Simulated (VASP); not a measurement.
Zn (hcp) relaxed at rising pressure, in one space group throughout; other phases were not tried. The pressures are those reached. All values below come from LDA (Ceperley-Alder, Perdew-Zunger), VASP's LDA PAW potentials (set 64) (plane waves; VASP).

| P (GPa) | V (Å³/atom) | k-mesh |
|---|---|---|
| 0.03 | 13.638 | 16×16×8 |
| 4.88 | 13.055 | 16×16×8 |
| 9.91 | 12.558 | 16×16×8 |
| 19.94 | 11.749 | 17×17×8 |
| 29.98 | 11.233 | 17×17×9 |

A change of mesh leaves a small step in the series.

### Question
Fit an equation of state and predict the volume at 44.98 GPa.

### Answer
Least squares on the third-order Birch-Murnaghan form, P = (3B0/2)(y⁷ − y⁵)[1 + (3/4)(B′ − 4)(y² − 1)] with y = (V0/V)^(1/3), gives V0 = 13.671 Å³/atom, B0 = 91 GPa and B′ = 5.2, and so 10.597 Å³/atom. The run gave 10.626 Å³/atom, +0.3 % from the fit.

Pressures at which the relaxation failed are left out.

The compound is Zn in the hcp structure.
